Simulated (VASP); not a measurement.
A convergence study with VASP on MoS$_{2}$ (2H layered): one setting is varied, all else stays as given below, so the limit is that of these other settings. Each run relaxes cell and ions from the cell shown. The basis is that of the starting cell, so low cut-offs carry a Pulay error.

```
MoS2
1.0
    1.58000    -2.73664     0.00000
    1.58000     2.73664     0.00000
    0.00000     0.00000    12.30000
Mo S
2 4
Direct
  0.33333   0.66667   0.25000
  0.66667   0.33333   0.75000
  0.33333   0.66667   0.87900
  0.66667   0.33333   0.37900
  0.66667   0.33333   0.12100
  0.33333   0.66667   0.62100
```

The numbers are results of LDA (Ceperley-Alder, Perdew-Zunger), VASP's LDA PAW potentials (set 64) (plane waves; VASP), not measurements. The tightest run used: 700 eV cut-off, 7×7×2 Γ-centred mesh, Gaussian smearing of 0.050 eV, potentials Mo_sv S.

Question: The settings run are ENCUT = 200; ENCUT = 250; ENCUT = 300; ENCUT = 350; ENCUT = 400; ENCUT = 450; ENCUT = 500; ENCUT = 600; ENCUT = 650; ENCUT = 700. From which on does the relaxed volume stay within 0.1 Å³/atom of the tightest run?

Answer: From ENCUT = 400 on: it is off by 0.082 there and by no more than 0.1 in any finer run, while ENCUT = 350 is off by 0.151.
| setting | relaxed volume (Å³/atom) | E (eV/atom) | plane waves | difference judged (Å³/atom) |
|---|---|---|---|---|
| ENCUT = 200 | 15.013 | -8.2835 | 700 | 1.997 |
| ENCUT = 250 | 16.487 | -8.1631 | 970 | 0.524 |
| ENCUT = 300 | 16.826 | -8.1607 | 1294 | 0.184 |
| ENCUT = 350 | 16.860 | -8.1612 | 1600 | 0.151 |
| ENCUT = 400 | 16.929 | -8.1606 | 1945 | 0.082 |
| ENCUT = 450 | 16.978 | -8.1602 | 2347 | 0.033 |
| ENCUT = 500 | 16.988 | -8.1602 | 2714 | 0.023 |
| ENCUT = 600 | 17.002 | -8.1603 | 3565 | 0.009 |
| ENCUT = 650 | 17.008 | -8.1603 | 4071 | 0.003 |
| ENCUT = 700 | 17.011 | -8.1603 | 4488 | 0.000 |

Left out are rungs that failed or repeat a setting and relaxations that didn't move; long series are thinned to 24 rows.

The compound is MoS2 in the 2H layered structure.
